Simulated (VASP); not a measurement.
A convergence study with VASP on TlBr (CsCl type): a few settings are varied, all else stays as given below, so the limit is that of these other settings.

```
CELL_PARAMETERS angstrom
      3.99000     0.00000     0.00000
      0.00000     3.99000     0.00000
      0.00000     0.00000     3.99000
ATOMIC_POSITIONS crystal
  Tl 0.00000 0.00000 0.00000
  Br 0.50000 0.50000 0.50000
```

Computed with PBE GGA, VASP's PBE PAW potentials (set 64) (plane waves; VASP). The last row used: 550 eV cut-off, 14×14×14 Γ-centred mesh, second-order Methfessel-Paxton smearing of 0.40 eV, potentials Tl_d Br.

```csv
setting,E (eV/atom),pressure (GPa),irreducible k-points
"ISMEAR = -1, SIGMA = 0.01, 4×4×4 mesh",-2.7622,1.13,10
"ISMEAR = -1, SIGMA = 0.1, 4×4×4 mesh",-2.7622,1.13,10
"ISMEAR = 0, SIGMA = 0.01, 4×4×4 mesh",-2.7622,1.13,10
"ISMEAR = 0, SIGMA = 0.2, 4×4×4 mesh",-2.7622,1.13,10
"ISMEAR = 1, SIGMA = 0.05, 4×4×4 mesh",-2.7621,1.13,10
"ISMEAR = 1, SIGMA = 0.2, 4×4×4 mesh",-2.7620,1.13,10
"ISMEAR = 2, SIGMA = 0.05, 4×4×4 mesh",-2.7621,1.13,10
"ISMEAR = 2, SIGMA = 0.2, 4×4×4 mesh",-2.7619,1.14,10
"ISMEAR = -1, SIGMA = 0.01, 8×8×8 mesh",-2.7680,1.01,35
"ISMEAR = -1, SIGMA = 0.2, 8×8×8 mesh",-2.7676,1.01,35
"ISMEAR = 0, SIGMA = 0.01, 8×8×8 mesh",-2.7680,1.01,35
"ISMEAR = 0, SIGMA = 0.4, 8×8×8 mesh",-2.7680,1.01,35
"ISMEAR = 1, SIGMA = 0.05, 8×8×8 mesh",-2.7680,1.01,35
"ISMEAR = 1, SIGMA = 0.4, 8×8×8 mesh",-2.7669,0.94,35
"ISMEAR = 2, SIGMA = 0.05, 8×8×8 mesh",-2.7680,1.01,35
"ISMEAR = 2, SIGMA = 0.4, 8×8×8 mesh",-2.7667,1.00,35
"ISMEAR = -1, SIGMA = 0.05, 14×14×14 mesh",-2.7680,1.01,120
"ISMEAR = -1, SIGMA = 0.2, 14×14×14 mesh",-2.7677,1.01,120
"ISMEAR = 0, SIGMA = 0.1, 14×14×14 mesh",-2.7680,1.01,120
"ISMEAR = 0, SIGMA = 0.4, 14×14×14 mesh",-2.7680,1.01,120
"ISMEAR = 1, SIGMA = 0.1, 14×14×14 mesh",-2.7680,1.01,120
"ISMEAR = 1, SIGMA = 0.4, 14×14×14 mesh",-2.7670,0.94,120
"ISMEAR = 2, SIGMA = 0.1, 14×14×14 mesh",-2.7680,1.01,120
"ISMEAR = 2, SIGMA = 0.4, 14×14×14 mesh",-2.7669,1.00,120
```

Left out are rungs that failed or repeat a setting and relaxations that didn't move; long series are thinned to 24 rows.

The compound is TlBr in the CsCl type structure. The cell was not relaxed at this level.
